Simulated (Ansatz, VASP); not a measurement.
# Cross-check of Hf11Al2O25 (amorphous 92HfO2-8Al2O3 (mol %)) between VASP and Ansatz, part 2 of 2

Wanted: the spread between two codes on one cell, functional and k mesh. Of the first pair: The structure shown is the start of the Ansatz relaxation below; VASP solves that cell, so the two are compared at the walk's first step.

VASP 6.6.1 and Ansatz 0.2.0.

So far: The starting structure; Ansatz: relaxation, PBE.

**3. VASP: single point, PBE, start cell, pair 1**

Level of this step: PBE; plane waves and PAW (Hf_pv, Al, O) (VASP).

The same cell, functional, mesh and smearing now go to VASP, with its own data sets.

Lines of VASP's logs that name or quote its potential files are left out, and so is its time.

Contents of INCAR:

```
SYSTEM = Hf11Al2O25
PREC = Accurate
ENCUT = 520
EDIFF = 1E-06
NELM = 120
ISMEAR = -1
SIGMA = 0.025
LREAL = Auto
ALGO = Normal
GGA = PE
NBANDS = 320
LASPH = .TRUE.
LORBIT = 11
LWAVE = .FALSE.
LCHARG = .FALSE.
ISIF = 2
GGA_COMPAT = .FALSE.
EFERMI = MIDGAP
NCORE = 2
```

Contents of POSCAR:

```
Hf11Al2O25
1.0
   10.0519000000      0.0000000000      0.0000000000
    0.0000000000     10.0519000000      0.0000000000
    0.0000000000      0.0000000000     10.0519000000
Hf Al O
22 4 50
Direct
    0.7272157503      0.7765497070      0.3111053632
    0.6552194113      0.4717516091      0.5270048449
    0.1823038431      0.7473313503      0.8557387161
    0.9677473910      0.2599210100      0.4988609119
    0.6696743899      0.0702354779      0.5046906555
    0.8288980193      0.1656900685      0.8337130294
    0.0785025717      0.6112476248      0.3900158179
    0.1829405386      0.9810185139      0.3371800356
    0.4324058138      0.8206110288      0.0510848695
    0.4371611337      0.7660243337      0.3784060725
    0.9386185696      0.6358499388      0.0806315224
    0.2721773993      0.5171957540      0.6017369850
    0.1881534834      0.2281160776      0.8400202947
    0.7119847989      0.7886270257      0.7737243705
    0.9776360688      0.9220147435      0.5754136034
    0.1785334116      0.3384434783      0.2315781096
    0.3571563585      0.9267999085      0.6888249983
    0.4865348840      0.2932281459      0.7493210239
    0.9328982580      0.9738556890      0.0345904754
    0.7902784548      0.2957251863      0.2083387220
    0.3548284404      0.4486912922      0.9908276047
    0.9134790438      0.5463444722      0.7225201206
    0.4571573533      0.0510948179      0.2688148509
    0.7178642844      0.4865547807      0.9278444871
    0.5090679374      0.3232821656      0.2778977109
    0.5381669137      0.1556621136      0.0084561128
    0.4591569753      0.4357186204      0.5858991832
    0.0616898298      0.2941234990      0.6864970802
    0.5597648206      0.7821904317      0.9016205891
    0.8577681831      0.0972055034      0.6354022623
    0.1698385380      0.4040828102      0.4360369681
    0.1757080751      0.3360757668      0.0229309882
    0.8045245178      0.9053014853      0.4574359076
    0.4993881754      0.0168923288      0.1008764512
    0.3200986878      0.7040758464      0.6990618689
    0.3928809479      0.2378953233      0.9446074871
    0.2908206409      0.6332534148      0.4242382037
    0.3767148499      0.4046299705      0.1972761368
    0.3185964842      0.9046846865      0.8956316716
    0.5742197992      0.9321023886      0.6496781703
    0.0752295586      0.0842129349      0.4792725753
    0.3275898089      0.8720241944      0.2304638924
    0.5180712104      0.1735194341      0.3750435241
    0.2888608124      0.1498721635      0.2662680687
    0.3377769377      0.9242730230      0.4802972572
    0.3005103513      0.4084103503      0.7843492275
    0.5728568728      0.9304211144      0.3522617615
    0.6991215591      0.5851431073      0.6944458262
    0.6475193744      0.4090271491      0.3322754902
    0.5500054716      0.4424835106      0.9049035506
    0.8044946726      0.4643002815      0.0855957580
    0.6371929685      0.2591549856      0.6090987773
    0.8916224793      0.7613983426      0.6754941852
    0.8238442484      0.1564977765      0.0527164019
    0.0776470120      0.8188103742      0.4169858435
    0.8874441648      0.6407445359      0.3063201982
    0.0780648435      0.5855211453      0.5971607358
    0.5921865518      0.2557625921      0.1384613854
    0.8247197047      0.8244709955      0.1363722281
    0.8087724709      0.9527552005      0.8648514211
    0.1020006168      0.5475084312      0.1935256021
    0.1405604911      0.8950546663      0.7039465176
    0.3415473692      0.1382823148      0.7126612879
    0.5456878799      0.7244501040      0.2006884271
    0.7969836548      0.1824431202      0.3850814274
    0.0501895164      0.0208517793      0.1916652573
    0.0477322695      0.8022562899      0.0020294671
    0.6069300331      0.6670082273      0.4488604144
    0.6211363026      0.1712213611      0.8594892508
    0.8085536068      0.6400680468      0.9083456859
    0.0589241835      0.5801689233      0.8690595808
    0.8217152976      0.3775306161      0.8279927178
    0.3178304599      0.6509416130      0.9930958326
    0.9824709756      0.3153135228      0.2878162337
    0.8605835713      0.4346640934      0.5438474318
    0.0268605935      0.1096111183      0.8930251992
```

Contents of KPOINTS:

```
Automatic mesh
0
Gamma
1 1 1
0 0 0
```

The projector-augmented-wave data sets are Hf_pv, Al and O (PBE family, release 64).

Command:

```console
$ mpirun -np 8 vasp_gam
```

Numbers of over 12 decimals in the logs are rounded to 6 here.

What it wrote:

```text
[banner, memory and clock lines left out]
running    8 mpi-ranks, on    1 nodes
[...]
LDA part: xc-table for (Slater+PW92), standard interpolation
 POSCAR, INCAR and KPOINTS ok, starting setup
[...]
entering main loop
       N       E                     dE             d eps       ncg     rms          rms(c)
DAV:   1     0.495487368135E+04    0.49549E+04   -0.33899E+05   640   0.172E+03
DAV:   2    -0.429428582798E+03   -0.53843E+04   -0.52048E+04   784   0.464E+02
DAV:   3    -0.858876391025E+03   -0.42945E+03   -0.42659E+03   736   0.118E+02
DAV:   4    -0.869702738775E+03   -0.10826E+02   -0.10779E+02   744   0.200E+01
[...]
DAV:  17    -0.729997682122E+03   -0.25111E-05   -0.10184E-05   688   0.650E-03    0.803E-03
DAV:  18    -0.729997683355E+03   -0.12332E-05   -0.16613E-06   464   0.320E-03    0.628E-03
DAV:  19    -0.729997684125E+03   -0.77015E-06   -0.22967E-06   568   0.312E-03
   1 F= -.72999768E+03 E0= -.72999768E+03  d E =0.000000E+00
```

OUTCAR, selected parts (step 3):

```text
  FREE ENERGIE OF THE ION-ELECTRON SYSTEM (eV)
  ---------------------------------------------------
  free  energy   TOTEN  =      -729.9976841251 eV

  energy  without entropy=     -729.9976841251  energy(sigma->0) =     -729.99768413
```

The run ends at a pressure of -8.36 GPa, with forces up to 2.3 eV/Å.

**4. Comparison**

Known differences besides the potentials themselves: the data sets hold 884 valence electrons in Ansatz (on its default PAW (the set named soft_2) files) and 532 in VASP; the cutoff is 420 eV in Ansatz and 520 eV in VASP (PREC = Accurate, projectors in real space). Total energies have different zeros and are not compared.

Forces on 9 of the 76 atoms, those with the largest forces and the largest differences (eV/Å; atoms numbered as in POSCAR):

| atom | Ansatz x, y, z | VASP x, y, z |
| --- | --- | --- |
| Hf8 | -1.792, 0.781, -1.283 | -1.805, 0.770, -1.260 |
| Hf9 | 1.174, -0.566, -1.514 | 1.182, -0.547, -1.531 |
| Hf13 | -1.476, -0.466, -0.790 | -1.453, -0.370, -0.793 |
| Hf14 | -1.604, 1.097, 0.714 | -1.517, 1.020, 0.807 |
| Hf19 | 1.085, -0.518, 1.993 | 1.086, -0.516, 1.967 |
| O34 | -0.072, -0.902, -0.378 | -0.120, -1.047, -0.406 |
| O36 | -0.370, 0.116, -0.362 | -0.438, 0.251, -0.462 |
| O38 | -0.582, 0.834, -0.376 | -0.733, 0.812, -0.480 |
| O50 | -1.096, 0.063, 0.114 | -1.235, 0.016, 0.108 |

The forces differ by 51 meV/Å r.m.s., which is 10.5 % of the r.m.s. force of 0.484 eV/Å (both taken over all components).

**5. Ansatz: relaxation, PBE**

This run makes the geometry at which the two programs are then compared. The cell compared in this pair holds 947.27 Å³, against 1015.65 Å³ for the pair before.

The structure compared here is the end of the Ansatz relaxation.

Contents of input.yaml:

```yaml
crystal:
  lattice:
    - [10.0519, 0.0, 0.0]
    - [0.0, 10.0519, 0.0]
    - [0.0, 0.0, 10.0519]
  atoms:
    - { symbol: Hf, position: [0.72722, 0.77655, 0.31111] }
    - { symbol: Hf, position: [0.65522, 0.47175, 0.527] }
    - { symbol: Hf, position: [0.1823, 0.74733, 0.85574] }
    - { symbol: Hf, position: [0.96775, 0.25992, 0.49886] }
    - { symbol: Hf, position: [0.66967, 0.07024, 0.50469] }
    - { symbol: Hf, position: [0.8289, 0.16569, 0.83371] }
    - { symbol: Hf, position: [0.0785, 0.61125, 0.39002] }
    - { symbol: Hf, position: [0.18294, 0.98102, 0.33718] }
    - { symbol: Hf, position: [0.43241, 0.82061, 0.05108] }
    - { symbol: Hf, position: [0.43716, 0.76602, 0.37841] }
    - { symbol: Hf, position: [0.93862, 0.63585, 0.08063] }
    - { symbol: Hf, position: [0.27218, 0.5172, 0.60174] }
    - { symbol: Hf, position: [0.18815, 0.22812, 0.84002] }
    - { symbol: Hf, position: [0.71198, 0.78863, 0.77372] }
    - { symbol: Hf, position: [0.97764, 0.92201, 0.57541] }
    - { symbol: Hf, position: [0.17853, 0.33844, 0.23158] }
    - { symbol: Hf, position: [0.35716, 0.9268, 0.68883] }
    - { symbol: Hf, position: [0.48653, 0.29323, 0.74932] }
    - { symbol: Hf, position: [0.9329, 0.97386, 0.03459] }
    - { symbol: Hf, position: [0.79028, 0.29573, 0.20834] }
    - { symbol: Hf, position: [0.35483, 0.44869, 0.99083] }
    - { symbol: Hf, position: [0.91348, 0.54634, 0.72252] }
    - { symbol: Al, position: [0.45716, 0.05109, 0.26881] }
    - { symbol: Al, position: [0.71786, 0.48655, 0.92784] }
    - { symbol: Al, position: [0.50907, 0.32328, 0.2779] }
    - { symbol: Al, position: [0.53817, 0.15566, 0.00846] }
    - { symbol: O, position: [0.45916, 0.43572, 0.5859] }
    - { symbol: O, position: [0.06169, 0.29412, 0.6865] }
    - { symbol: O, position: [0.55976, 0.78219, 0.90162] }
    - { symbol: O, position: [0.85777, 0.09721, 0.6354] }
    - { symbol: O, position: [0.16984, 0.40408, 0.43604] }
    - { symbol: O, position: [0.17571, 0.33608, 0.02293] }
    - { symbol: O, position: [0.80452, 0.9053, 0.45744] }
    - { symbol: O, position: [0.49939, 0.01689, 0.10088] }
    - { symbol: O, position: [0.3201, 0.70408, 0.69906] }
    - { symbol: O, position: [0.39288, 0.2379, 0.94461] }
    - { symbol: O, position: [0.29082, 0.63325, 0.42424] }
    - { symbol: O, position: [0.37671, 0.40463, 0.19728] }
    - { symbol: O, position: [0.3186, 0.90468, 0.89563] }
    - { symbol: O, position: [0.57422, 0.9321, 0.64968] }
    - { symbol: O, position: [0.07523, 0.08421, 0.47927] }
    - { symbol: O, position: [0.32759, 0.87202, 0.23046] }
    - { symbol: O, position: [0.51807, 0.17352, 0.37504] }
    - { symbol: O, position: [0.28886, 0.14987, 0.26627] }
    - { symbol: O, position: [0.33778, 0.92427, 0.4803] }
    - { symbol: O, position: [0.30051, 0.40841, 0.78435] }
    - { symbol: O, position: [0.57286, 0.93042, 0.35226] }
    - { symbol: O, position: [0.69912, 0.58514, 0.69445] }
    - { symbol: O, position: [0.64752, 0.40903, 0.33228] }
    - { symbol: O, position: [0.55001, 0.44248, 0.9049] }
    - { symbol: O, position: [0.80449, 0.4643, 0.0856] }
    - { symbol: O, position: [0.63719, 0.25915, 0.6091] }
    - { symbol: O, position: [0.89162, 0.7614, 0.67549] }
    - { symbol: O, position: [0.82384, 0.1565, 0.05272] }
    - { symbol: O, position: [0.07765, 0.81881, 0.41699] }
    - { symbol: O, position: [0.88744, 0.64074, 0.30632] }
    - { symbol: O, position: [0.07806, 0.58552, 0.59716] }
    - { symbol: O, position: [0.59219, 0.25576, 0.13846] }
    - { symbol: O, position: [0.82472, 0.82447, 0.13637] }
    - { symbol: O, position: [0.80877, 0.95276, 0.86485] }
    - { symbol: O, position: [0.102, 0.54751, 0.19353] }
    - { symbol: O, position: [0.14056, 0.89505, 0.70395] }
    - { symbol: O, position: [0.34155, 0.13828, 0.71266] }
    - { symbol: O, position: [0.54569, 0.72445, 0.20069] }
    - { symbol: O, position: [0.79698, 0.18244, 0.38508] }
    - { symbol: O, position: [0.05019, 0.02085, 0.19167] }
    - { symbol: O, position: [0.04773, 0.80226, 0.00203] }
    - { symbol: O, position: [0.60693, 0.66701, 0.44886] }
    - { symbol: O, position: [0.62114, 0.17122, 0.85949] }
    - { symbol: O, position: [0.80855, 0.64007, 0.90835] }
    - { symbol: O, position: [0.05892, 0.58017, 0.86906] }
    - { symbol: O, position: [0.82172, 0.37753, 0.82799] }
    - { symbol: O, position: [0.31783, 0.65094, 0.9931] }
    - { symbol: O, position: [0.98247, 0.31531, 0.28782] }
    - { symbol: O, position: [0.86058, 0.43466, 0.54385] }
    - { symbol: O, position: [0.02686, 0.10961, 0.89303] }
kpoints:
  mp_grid: { grid: [1, 1, 1] }
hamiltonian:
  xc: pbe
scf:
  occupations: { method: fermi_dirac, width: 0.025 }
output:
  forces: true
relax:
  f_tol: 0.04
  max_steps: 250
  cell: {}
```

Command:

```console
$ ansatz run input.yaml --threads 4 --pin off --max-ram 8192MiB --backend cpu --events-out ev --progress --plain --runs-dir out
```

What it wrote:

```text
[...]
Crystal: 76 atoms, lattice volume = 1015.651 Å³
Basis set: ecut = 420 eV, 19933 PW (Γ), exchange–correlation on 144×144×144 points (8 copies of the dense FFT grid, shifted against one another)
Bands: 531, of which v1, the nominal top of the filled ones, is band 442 counted from 1 (441 counted from 0)
Symmetry: 1 space group operations
[...]
k-points: 1
[...]
- { symbol: O, position: [0.525790, 0.832632, 0.859596] }
    - { symbol: O, position: [0.866571, 0.065107, 0.623608] }
    - { symbol: O, position: [0.146587, 0.394769, 0.502644] }
    - { symbol: O, position: [0.182931, 0.310379, 0.00332502] }
    - { symbol: O, position: [0.811995, 0.883858, 0.447267] }
    - { symbol: O, position: [0.515716, 0.019215, 0.099977] }
[...]
- { symbol: O, position: [0.313570, 0.656317, 0.977459] }
    - { symbol: O, position: [0.994960, 0.338393, 0.306686] }
    - { symbol: O, position: [0.867157, 0.419720, 0.567027] }
    - { symbol: O, position: [0.013510, 0.107210, 0.921102] }
[key lines of the parts left out:]
P = ⅓ Tr σ = -0.0049 GPa (-0.049 kbar)
```

**6. VASP: single point, PBE, relaxed cell, pair 2**

The same cell, functional, mesh and smearing now go to VASP, with its own data sets.

Changes to INCAR since step 3:

```diff
@@ -2,3 +2,3 @@
 PREC = Accurate
-ENCUT = 520
+ENCUT = 600
 EDIFF = 1E-06
```

Contents of POSCAR:

```
Hf11Al2O25
1.0
    9.8139990000      0.1557490000     -0.3535190000
    0.1557490000      9.3841450000      0.0654980000
   -0.3535190000      0.0654980000     10.3017030000
Hf Al O
22 4 50
Direct
    0.7237100000      0.7579600000      0.3042800000
    0.6599400000      0.4690700000      0.5349000000
    0.1524900000      0.7799100000      0.8526000000
    0.9924500000      0.2483500000      0.5153000000
    0.6786400000      0.0627700000      0.4873300000
    0.8560900000      0.1709300000      0.7928300000
    0.0611200000      0.5678900000      0.3808600000
    0.1667100000      0.9728700000      0.3204800000
    0.4339400000      0.8275000000      0.0293400000
    0.4201200000      0.7399100000      0.3596900000
    0.9514500000      0.6367800000      0.0563300000
    0.2741100000      0.5273500000      0.6182800000
    0.2038700000      0.1653800000      0.8482700000
    0.7093300000      0.8169200000      0.7781200000
    0.9974900000      0.8756100000      0.5607300000
    0.1610300000      0.3023100000      0.1917100000
    0.3816300000      0.9105100000      0.6758200000
    0.4938500000      0.2827700000      0.7486200000
    0.9128700000      0.9887900000      0.0582600000
    0.7892800000      0.3137400000      0.2335200000
    0.3701400000      0.4383600000      0.9856900000
    0.9167800000      0.5606900000      0.7222900000
    0.4512400000      0.0386500000      0.2583700000
    0.7205700000      0.4720700000      0.9318800000
    0.4994400000      0.3412500000      0.2652000000
    0.5892900000      0.1659300000      0.0210200000
    0.4684400000      0.4505000000      0.6055200000
    0.0516000000      0.2424200000      0.7138300000
    0.5257900000      0.8326300000      0.8596000000
    0.8665700000      0.0651100000      0.6236100000
    0.1465900000      0.3947700000      0.5026400000
    0.1829300000      0.3103800000      0.0033300000
    0.8119900000      0.8838600000      0.4472700000
    0.5157200000      0.0192100000      0.0999800000
    0.3087000000      0.7090000000      0.7163700000
    0.4154800000      0.2201000000      0.9333900000
    0.2865200000      0.6043800000      0.4247900000
    0.3439100000      0.4141000000      0.1945200000
    0.2765600000      0.9473000000      0.9213000000
    0.5909600000      0.9349700000      0.6353000000
    0.0846400000      0.0581000000      0.4739800000
    0.3264200000      0.8815600000      0.2170200000
    0.5362600000      0.1778200000      0.3486200000
    0.2906800000      0.1478000000      0.2752500000
    0.3386100000      0.8939700000      0.4804400000
    0.2910800000      0.3962900000      0.7846000000
    0.5690500000      0.9194800000      0.3543600000
    0.7195100000      0.6245000000      0.6663000000
    0.6446400000      0.4220000000      0.3393100000
    0.5433500000      0.4658800000      0.8846700000
    0.8250400000      0.4562700000      0.0843500000
    0.6407500000      0.2453300000      0.6085700000
    0.9242100000      0.7897900000      0.7324800000
    0.7690000000      0.1422000000      0.1131000000
    0.0705800000      0.7974200000      0.3770500000
    0.8599500000      0.6003200000      0.3455300000
    0.0627000000      0.6377800000      0.5904000000
    0.5757600000      0.3282200000      0.1141000000
    0.8353300000      0.8072100000      0.1457600000
    0.7934700000      0.9740200000      0.8859100000
    0.0938300000      0.5437300000      0.1860700000
    0.1520600000      0.9299500000      0.7007800000
    0.3564500000      0.1236000000      0.7037300000
    0.5402000000      0.7129300000      0.1823200000
    0.8169500000      0.1867600000      0.3984300000
    0.0492700000      0.0868900000      0.1861400000
    0.0492600000      0.8231600000      0.0162700000
    0.5925200000      0.6577100000      0.4399000000
    0.6573700000      0.2024600000      0.8667800000
    0.7797600000      0.6515200000      0.9118900000
    0.0497700000      0.5867400000      0.8864500000
    0.8340000000      0.3901800000      0.8233800000
    0.3135700000      0.6563200000      0.9774600000
    0.9949600000      0.3383900000      0.3066900000
    0.8671600000      0.4197200000      0.5670300000
    0.0135100000      0.1072100000      0.9211000000
```

KPOINTS is that of step 3.

Command:

```console
$ mpirun -np 8 vasp_gam
```

What it wrote:

```text
[... set-up lines as in an earlier step ...]
 entering main loop
       N       E                     dE             d eps       ncg     rms          rms(c)
DAV:   1     0.534873427810E+04    0.53487E+04   -0.37083E+05   640   0.194E+03
DAV:   2    -0.419180932317E+03   -0.57679E+04   -0.55721E+04   800   0.497E+02
DAV:   3    -0.859253147318E+03   -0.44007E+03   -0.43714E+03   736   0.122E+02
DAV:   4    -0.869884122346E+03   -0.10631E+02   -0.10586E+02   744   0.203E+01
[...]
DAV:  17    -0.734397190068E+03   -0.10776E-05   -0.12527E-05   696   0.736E-03    0.625E-03
DAV:  18    -0.734397191170E+03   -0.11018E-05   -0.12469E-06   456   0.306E-03    0.312E-03
DAV:  19    -0.734397191896E+03   -0.72581E-06   -0.11154E-06   440   0.230E-03
   1 F= -.73439719E+03 E0= -.73439719E+03  d E =0.000000E+00
```

OUTCAR, selected parts (step 6):

```text
  FREE ENERGIE OF THE ION-ELECTRON SYSTEM (eV)
  ---------------------------------------------------
  free  energy   TOTEN  =      -734.3971918955 eV

  energy  without entropy=     -734.3971918955  energy(sigma->0) =     -734.39719190
```

The run ends at a pressure of -2.54 GPa, with forces up to 0.17 eV/Å.

**7. Differences**

What differs besides the data sets and the points named for the pairs above, as far as they apply: the data sets hold 884 valence electrons in Ansatz (on its default PAW (the set named soft_2) files) and 532 in VASP; the cutoff is 420 eV in Ansatz and 600 eV in VASP (PREC = Accurate, projectors in real space). Total energies have different zeros and are not compared.

The two programs side by side:

| quantity | Ansatz | VASP | difference |
| --- | --- | --- | --- |
| pressure (GPa) | 0.00 | -2.54 | +2.53 |
| gap on the k mesh (eV) | 4.071 | 4.045 | +0.027 |

Forces on 7 of the 76 atoms, those with the largest forces and the largest differences (eV/Å; atoms numbered as in POSCAR):

| atom | Ansatz x, y, z | VASP x, y, z |
| --- | --- | --- |
| O34 | 0.001, -0.002, -0.003 | -0.052, -0.126, -0.059 |
| O36 | -0.007, 0.001, -0.005 | -0.066, 0.122, -0.096 |
| O38 | -0.004, 0.001, -0.001 | -0.108, -0.055, -0.107 |
| O44 | -0.001, 0.000, 0.000 | -0.163, -0.006, -0.031 |
| O49 | 0.001, 0.000, 0.002 | 0.104, -0.023, 0.086 |
| O50 | 0.001, 0.000, 0.004 | -0.137, -0.090, 0.037 |
| O71 | -0.001, 0.000, 0.000 | -0.074, 0.118, -0.030 |

The forces differ by 51 meV/Å r.m.s., where the r.m.s. force is 0.003 eV/Å in Ansatz and 0.051 eV/Å in VASP: the atoms lie near their places of rest in Ansatz, so a percentage would say little (all taken over all components). A gap on the mesh is an upper bound, since the band edges may lie between its points; neither run holds spin-orbit coupling, which can move the band edges of a compound of Hf.

**8. Summary of results**

```
r.m.s. force difference (single point, PBE, start cell, pair 1)   : 11 % of the r.m.s. force
r.m.s. force difference (single point, PBE, relaxed cell, pair 2) : 51 meV/Å
difference in pressure (single point, PBE, relaxed cell, pair 2)  : 2.5 GPa
```

The r.m.s. force difference is 51 meV/Å (single point, PBE, relaxed cell, pair 2), beyond the 12 meV/Å picked in this series as the mark of a large difference. The data sets hold unlike numbers of valence electrons (884 in Ansatz and 532 in VASP), so part of the differences comes from the potentials. What causes the difference of the single point, PBE, start cell, pair 1 pair stays open here. By the marks of this series, far apart in the single point, PBE, relaxed cell, pair 2 pair: the r.m.s. force difference, 51 meV/Å and the difference in pressure, 2.5 GPa. What causes the difference of the single point, PBE, relaxed cell, pair 2 pair stays open here. How closely two codes agree says nothing of how well the functional describes the real material.

[Lines on the potential files, build, host, timing and source positions are cut from VASP's logs without a mark.]

[Logs are printed without paths, hosts, clocks, repeated set-up lines and the standing remarks that a program may print on its own settings, such as how far it seeks lower states.]

[Hosts, paths, dates, database ids (printed as entryN), source tags and the programs' standing remarks are cut or masked in the printed files.]
